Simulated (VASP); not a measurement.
Input:

```yaml
crystal:
  lattice:
    - [3.11182, 0.00000, 0.00000]
    - [0.00000, 3.11182, 0.00000]
    - [0.00000, 0.00000, 3.11182]
  atoms:
    - { symbol: W, position: [0.00000, 0.00000, 0.00000] }
    - { symbol: Ge, position: [0.50000, 0.50000, 0.50000] }
```

The numbers are results of r2SCAN meta-GGA, VASP's PBE PAW potentials (set 64) (plane waves; VASP), not measurements. Run with 400 eV cut-off, 13×13×13 Γ-centred mesh, tetrahedra with Blöchl corrections, potentials W_sv Ge_d.

The job: GeW (relaxed from the CsCl structure, space group Pm-3m), 2 atoms, r2SCAN, static run, 400 eV, 13×13×13 Γ-centred mesh. Roughly how much core time does it take on a busy server core?

About 70 core-seconds (one run on a shared machine, a rough figure). It had 84 irreducible k-points, 18 bands, up to 555 plane waves and 22 electronic steps.

The structure was generated: GeW was put into the CsCl type (Pm-3m), which need not be its known phase. It was relaxed first, which changed the volume by -8 %.
